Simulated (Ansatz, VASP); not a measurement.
# Cross-check of BaGeSe3 between VASP and Ansatz, part 3 of 3

One calculation is typed for both programs; each brings its own data sets. How far apart do they land? The cell is generated by rule, not measured, and may not be a known phase. The cell is taken from a series of runs on this material, whose earlier steps may have relaxed, scaled, displaced or heated it; both programs get it as it stands.

VASP 6.6.1 and Ansatz 0.2.0.

So far: Set-up; Ansatz: zone-centre phonons, LDA; VASP: zone-centre phonons, LDA.

## (3) VASP: zone-centre phonons, LDA (continued)

Level of this step: LDA; plane waves and PAW (Ba_sv, Ge_d, Se); invented cell (VASP).

Numbers of over 12 decimals in the logs are rounded to 6 here.

OUTCAR, selected parts (step 3):

```text
ion  position               nearest neighbor table
   1  0.000  0.000  0.000-   4 3.57   5 3.57   4 3.57   5 3.57   5 3.57   5 3.57   4 3.57   4 3.57
                             3 3.62   3 3.62   3 3.62   3 3.62
   2  0.500  0.500  0.500-   3 2.48   3 2.48   5 2.56   4 2.56   4 2.56   5 2.56
   3  0.500  0.500  0.000-   2 2.48   2 2.48   1 3.62   1 3.62   1 3.62   1 3.62
   4  0.500  0.000  0.500-   2 2.56   2 2.56   1 3.57   1 3.57   1 3.57   1 3.57
   5  0.000  0.500  0.500-   2 2.56   2 2.56   1 3.57   1 3.57   1 3.57   1 3.57

  LATTYP: Found a simple tetragonal cell.
 ALAT       =     5.1209474274
 C/A-ratio  =     0.9697886483

 Subroutine GETGRP returns: Found 16 space group operations
 (whereof 16 operations were pure point group operations)

The static configuration has the point symmetry D_4h.

 Found     40 irreducible k-points:

   k-points           NKPTS =     40   k-points in BZ     NKDIM =     40   number of bands    NBANDS=     27

   dimension x,y,z NGX =    40 NGY =   40 NGZ =   36
   dimension x,y,z NGXF=    80 NGYF=   80 NGZF=   72

   ENCUT  =  500.0 eV  36.75 Ry    6.06 a.u.   9.34  9.34  9.05*2*pi/ulx,y,z

   NELECT =      42.0000    total number of electrons

 k-points in reciprocal lattice and weights: Automatic mesh
   0.00000000  0.00000000  0.00000000       0.005
   0.16666667  0.00000000  0.00000000       0.019
   0.33333333  0.00000000  0.00000000       0.019
   0.50000000  0.00000000  0.00000000       0.009
   0.16666667  0.16666667  0.00000000       0.019
   0.33333333  0.16666667  0.00000000       0.037
   0.50000000  0.16666667  0.00000000       0.019
   0.33333333  0.33333333  0.00000000       0.019
   0.50000000  0.33333333  0.00000000       0.019
[...]
0.50000000  0.33333333  0.50000000       0.019
   0.50000000  0.50000000  0.50000000       0.005

 average (electrostatic) potential at core
       1 -35.2903       2 -76.9277       3 -60.5058       4 -60.3321       5 -60.3321

 POSITION                                       TOTAL-FORCE (eV/Angst)
 -----------------------------------------------------------------------------------
      0.00000      0.00000      0.00000         0.000000      0.000000      0.000000
      2.56047      2.56047      2.48312         0.000000      0.000000      0.000000
      2.56047      2.56047      0.00000         0.000000      0.000000      0.000000
      2.56047      0.00000      2.48312         0.000000      0.000000      0.000000
      0.00000      2.56047      2.48312         0.000000      0.000000      0.000000
 -----------------------------------------------------------------------------------
    total drift:                               -0.000000      0.000000     -0.000000

 Eigenvectors and eigenvalues of the dynamical matrix
 ----------------------------------------------------

   1 f  =    4.656730 THz    29.259096 2PiTHz  155.331787 cm-1    19.258678 meV
             X         Y         Z           dx          dy          dz
      0.000000  0.000000  0.000000     0.000000    0.000000    0.000865
      2.560474  2.560474  2.483118     0.000000   -0.000000   -0.648610
      2.560474  2.560474  0.000000     0.000000   -0.000000    0.754509
      2.560474  0.000000  2.483118     0.000000    0.000000   -0.070786
      0.000000  2.560474  2.483118    -0.000000   -0.000000   -0.070786

   2 f  =    2.513692 THz    15.793994 2PiTHz   83.847745 cm-1    10.395791 meV
             X         Y         Z           dx          dy          dz
      0.000000  0.000000  0.000000     0.005330    0.013181   -0.000000
      2.560474  2.560474  2.483118    -0.136279   -0.336990   -0.000000
      2.560474  2.560474  0.000000    -0.082781   -0.204699   -0.000000
      2.560474  0.000000  2.483118    -0.114310    0.789879   -0.000000
      0.000000  2.560474  2.483118     0.319428   -0.282664    0.000000

   3 f  =    2.513692 THz    15.793994 2PiTHz   83.847745 cm-1    10.395791 meV
             X         Y         Z           dx          dy          dz
      0.000000  0.000000  0.000000     0.013181   -0.005330    0.000000
      2.560474  2.560474  2.483118    -0.336990    0.136279   -0.000000
      2.560474  2.560474  0.000000    -0.204699    0.082781   -0.000000
      2.560474  0.000000  2.483118    -0.282664   -0.319428    0.000000
      0.000000  2.560474  2.483118     0.789879    0.114310   -0.000000

   4 f  =    1.785882 THz    11.221027 2PiTHz   59.570606 cm-1     7.385810 meV
             X         Y         Z           dx          dy          dz
      0.000000  0.000000  0.000000    -0.000000   -0.000000    0.824331
      2.560474  2.560474  2.483118     0.000000    0.000000   -0.205446
      2.560474  2.560474  0.000000     0.000000    0.000000   -0.239889
      2.560474  0.000000  2.483118     0.000000    0.000000   -0.332208
      0.000000  2.560474  2.483118     0.000000    0.000000   -0.332208

   5 f  =    1.755379 THz    11.029371 2PiTHz   58.553138 cm-1     7.259661 meV
             X         Y         Z           dx          dy          dz
      0.000000  0.000000  0.000000    -0.581519   -0.575364   -0.000000
      2.560474  2.560474  2.483118     0.144512    0.142982    0.000000
      2.560474  2.560474  0.000000     0.130221    0.128843    0.000000
      2.560474  0.000000  2.483118     0.292162    0.207438    0.000000
      0.000000  2.560474  2.483118     0.209657    0.289070    0.000000

   6 f  =    1.755379 THz    11.029371 2PiTHz   58.553138 cm-1     7.259661 meV
             X         Y         Z           dx          dy          dz
      0.000000  0.000000  0.000000    -0.575364    0.581519    0.000000
      2.560474  2.560474  2.483118     0.142982   -0.144512    0.000000
      2.560474  2.560474  0.000000     0.128843   -0.130221    0.000000
      2.560474  0.000000  2.483118     0.289070   -0.209657    0.000000
      0.000000  2.560474  2.483118     0.207438   -0.292162   -0.000000

   7 f  =    0.037356 THz     0.234716 2PiTHz    1.246067 cm-1     0.154493 meV
             X         Y         Z           dx          dy          dz
      0.000000  0.000000  0.000000    -0.000000   -0.000000    0.556695
      2.560474  2.560474  2.483118    -0.000000   -0.000000    0.416576
      2.560474  2.560474  0.000000    -0.000000   -0.000000    0.433527
      2.560474  0.000000  2.483118    -0.000000   -0.000000    0.405345
      0.000000  2.560474  2.483118    -0.000000   -0.000000    0.405345

   8 f  =    0.007807 THz     0.049052 2PiTHz    0.260411 cm-1     0.032287 meV
             X         Y         Z           dx          dy          dz
      0.000000  0.000000  0.000000     0.246971    0.496867    0.000000
      2.560474  2.560474  2.483118     0.180840    0.363822    0.000000
      2.560474  2.560474  0.000000     0.188651    0.379535    0.000000
      2.560474  0.000000  2.483118     0.183439    0.377353    0.000000
      0.000000  2.560474  2.483118     0.187566    0.369050    0.000000

   9 f  =    0.007807 THz     0.049052 2PiTHz    0.260411 cm-1     0.032287 meV
             X         Y         Z           dx          dy          dz
      0.000000  0.000000  0.000000    -0.496867    0.246971   -0.000000
      2.560474  2.560474  2.483118    -0.363822    0.180840   -0.000000
      2.560474  2.560474  0.000000    -0.379535    0.188651   -0.000000
      2.560474  0.000000  2.483118    -0.369050    0.187566   -0.000000
      0.000000  2.560474  2.483118    -0.377353    0.183439   -0.000000

  10 f/i=    0.652056 THz     4.096991 2PiTHz   21.750261 cm-1     2.696687 meV
             X         Y         Z           dx          dy          dz
      0.000000  0.000000  0.000000     0.000000   -0.000000    0.000000
      2.560474  2.560474  2.483118     0.000000   -0.000000    0.000000
      2.560474  2.560474  0.000000    -0.000000   -0.000000    0.000000
      2.560474  0.000000  2.483118     0.000000   -0.000000    0.707107
      0.000000  2.560474  2.483118     0.000000   -0.000000   -0.707107

  11 f/i=    0.816660 THz     5.131228 2PiTHz   27.240857 cm-1     3.377434 meV
             X         Y         Z           dx          dy          dz
      0.000000  0.000000  0.000000     0.067838   -0.132995   -0.000000
      2.560474  2.560474  2.483118    -0.115488    0.226412   -0.000000
      2.560474  2.560474  0.000000    -0.286853    0.562368   -0.000000
      2.560474  0.000000  2.483118     0.325843    0.015952   -0.000000
      0.000000  2.560474  2.483118    -0.008137   -0.638806   -0.000000

  12 f/i=    0.816660 THz     5.131228 2PiTHz   27.240857 cm-1     3.377434 meV
             X         Y         Z           dx          dy          dz
      0.000000  0.000000  0.000000     0.132995    0.067838    0.000000
      2.560474  2.560474  2.483118    -0.226412   -0.115488    0.000000
      2.560474  2.560474  0.000000    -0.562368   -0.286853    0.000000
      2.560474  0.000000  2.483118     0.638806   -0.008137    0.000000
      0.000000  2.560474  2.483118    -0.015952    0.325843    0.000000

  13 f/i=    1.512003 THz     9.500195 2PiTHz   50.434991 cm-1     6.253139 meV
             X         Y         Z           dx          dy          dz
      0.000000  0.000000  0.000000    -0.000000   -0.000000    0.102809
      2.560474  2.560474  2.483118    -0.000000   -0.000000   -0.602960
      2.560474  2.560474  0.000000    -0.000000    0.000000   -0.430377
      2.560474  0.000000  2.483118    -0.000000   -0.000000    0.469385
      0.000000  2.560474  2.483118    -0.000000   -0.000000    0.469385

  14 f/i=    2.506730 THz    15.750246 2PiTHz   83.615496 cm-1    10.366996 meV
             X         Y         Z           dx          dy          dz
      0.000000  0.000000  0.000000    -0.019231   -0.007742   -0.000000
      2.560474  2.560474  2.483118     0.716678    0.288516   -0.000000
      2.560474  2.560474  0.000000    -0.540518   -0.217598   -0.000000
      2.560474  0.000000  2.483118    -0.215607    0.035768   -0.000000
      0.000000  2.560474  2.483118     0.088848   -0.086798   -0.000000

  15 f/i=    2.506730 THz    15.750246 2PiTHz   83.615496 cm-1    10.366996 meV
             X         Y         Z           dx          dy          dz
      0.000000  0.000000  0.000000    -0.007742    0.019231    0.000000
      2.560474  2.560474  2.483118     0.288516   -0.716678    0.000000
      2.560474  2.560474  0.000000    -0.217598    0.540518    0.000000
      2.560474  0.000000  2.483118    -0.086798   -0.088848    0.000000
      0.000000  2.560474  2.483118     0.035768    0.215607    0.000000

 ELASTIC MODULI CONTR FROM IONIC RELAXATION (kBar)
 Direction    XX          YY          ZZ          XY          YZ          ZX
 --------------------------------------------------------------------------------
 XX           0.0000      0.0000      0.0000      0.0000      0.0000      0.0000
 YY           0.0000      0.0000      0.0000      0.0000      0.0000      0.0000
 ZZ           0.0000      0.0000      0.0000      0.0000      0.0000      0.0000
 XY           0.0000      0.0000      0.0000      0.0000      0.0000      0.0000
 YZ           0.0000      0.0000      0.0000      0.0000      0.0000      0.0000
 ZX           0.0000      0.0000      0.0000      0.0000      0.0000      0.0000
 --------------------------------------------------------------------------------
```

Harder data sets than Ba_sv exist (the GW ones), and pressures, volumes and forces can shift noticeably with them.

## (4) Side by side

Known differences besides the potentials themselves: the two LDA forms differ slightly; the data sets hold 72 valence electrons in Ansatz (on its default PAW (the set named soft_2) files) and 42 in VASP; the cutoff is 420 eV in Ansatz and 500 eV in VASP; VASP's log shows a relativistic correction to its local exchange, Ansatz's none. Total energies have different zeros and are not compared.

The two programs side by side:

| quantity | Ansatz | VASP | difference |
| --- | --- | --- | --- |
| optical mode 1 to 2 (imaginary, printed as negative) (cm⁻¹) | -85.8 | -83.6 | -2.1 |
| optical mode 3 (imaginary, printed as negative) (cm⁻¹) | -55.5 | -50.4 | -5.0 |
| optical mode 4 to 5 (imaginary, printed as negative) (cm⁻¹) | -36.5 | -27.2 | -9.3 |
| optical mode 6 (imaginary, printed as negative) (cm⁻¹) | -33.2 | -21.8 | -11.5 |
| optical mode 7 to 8 (cm⁻¹) | 54.4 | 58.6 | -7.09 % |
| optical mode 9 (cm⁻¹) | 54.9 | 59.6 | -7.81 % |
| optical mode 10 to 11 (cm⁻¹) | 75.8 | 83.8 | -9.62 % |
| optical mode 12 (cm⁻¹) | 148.4 | 155.3 | -4.44 % |

Modes are paired by rising frequency, not by their patterns, so a pair may set unlike modes beside each other; they are those without the splitting of longitudinal modes.

## (5) Summary of results

```
r.m.s. difference of the optical zone-centre modes, each program's sorted by frequency (zone-centre phonons, LDA) : 6.9 cm⁻¹
difference in optical mode 10 to 11 (zone-centre phonons, LDA)                                                    : -9.6 %
```

**Reading.** The r.m.s. difference of the optical zone-centre modes, each program's sorted by frequency is 6.9 cm⁻¹ (zone-centre phonons, LDA). The data sets hold unlike numbers of valence electrons (72 in Ansatz and 42 in VASP), so part of the differences comes from the potentials. Among the rows given in per cent, the largest difference of the zone-centre phonons, LDA pair is in optical mode 10 to 11, -9.6 %. What causes the difference of the zone-centre phonons, LDA pair stays open here. How closely two codes agree says nothing of how well the functional describes the real material.

[Lines on the potential files, build, host, timing and source positions are cut from VASP's logs without a mark.]

[Logs are printed without paths, hosts, clocks, repeated set-up lines and the standing remarks that a program may print on its own settings, such as how far it seeks lower states.]

[Hosts, paths, dates, database ids (printed as entryN), source tags and the programs' standing remarks are cut or masked in the printed files.]
